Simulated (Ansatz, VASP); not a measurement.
NbTe: VASP beside Ansatz

Contents of INCAR:

```
PREC     = Accurate       # precision mode
ENCUT    = 520            # plane-wave cutoff, eV
EDIFF    = 1E-6           # SCF threshold, eV
ISMEAR   = -1             # smearing method
SIGMA    = 0.05           # smearing width, eV
LREAL    = F              # projectors in reciprocal space
LASPH    = T              # aspherical terms in the spheres
NELM     = 100            # most SCF steps
ALGO     = Normal         # electronic algorithm
ISIF     = 2              # what is computed and relaxed
LWAVE    = F              # write WAVECAR
LCHARG   = F              # write CHGCAR
METAGGA  = R2SCAN         # meta-GGA
LMIXTAU  = T
```

KPOINTS

```
Automatic mesh
0
Gamma
  8 8 7
```

The input POSCAR:

```
NbTe
1.0
    3.6781214607      0.0000000000      0.0000000000
   -1.8390607303      3.1853466232      0.0000000000
    0.0000000000      0.0000000000      3.6694168905
Te Nb
1 1
Direct
    0.6666666667      0.3333333333      0.0000000000
    0.0000000000      0.0000000000      0.5000000000
```

Contents of input.yaml:

```yaml
crystal:
  lattice:
    - [3.6781214607, 0.0, 0.0]
    - [-1.8390607303, 3.1853466232, 0.0]
    - [0.0, 0.0, 3.6694168905]
  atoms:
    - { symbol: Te, position: [0.6666666667, 0.3333333333, 0.0] }
    - { symbol: Nb, position: [0.0, 0.0, 0.5] }
hamiltonian:
  xc: r2scan
  pseudopotentials: { kind: paw }
kpoints:
  mp_grid: { grid: [8, 8, 7] }
scf:
  occupations: { method: fermi_dirac, width: 0.05 }
output:
  forces: true
  stress: true
  eigenvalues: true
```

Change from the starting cell: volume scaled by 0.98.

Alike in both runs: task single point; functional r2SCAN; k mesh 8 × 8 × 7; occupations fermi-dirac, width 0.05 eV; no spin polarisation.

|  | VASP | Ansatz |
| --- | --- | --- |
| version | VASP 6.6.1 | Ansatz 0.2.0 |
| potentials or method | VASP PAW PBE potentials, release 64 (Te, Nb_sv) | Ansatz PAW |
| plane-wave cutoff (eV) | 520 | 500 |
| valence electrons in the cell | 19 | 29 |

Ansatz gave:

| Property | Result |
| --- | --- |
| gap on the k mesh at the Fermi level (eV) | none |
| pressure (GPa) | 1.1 |
| largest component of the traceless stress (GPa) | 0.35 |

Which values does VASP return?

gap on the k mesh at the Fermi level (eV): none; pressure (GPa): 0.9; largest component of the traceless stress (GPa): 0.30.

A gap of «none» marks a metal or a gap that the smearing closes. The two sets of potentials don't hold the same shells in valence.

Caveats: the PAW data sets were made with another functional, which shifts forces and pressure a little (VASP); the PAW data sets come from PBE, with cores solved anew for the run's functional, which leaves a small shift of forces and pressure (Ansatz). The runs have no spin-orbit coupling, so splittings on Te are missing.
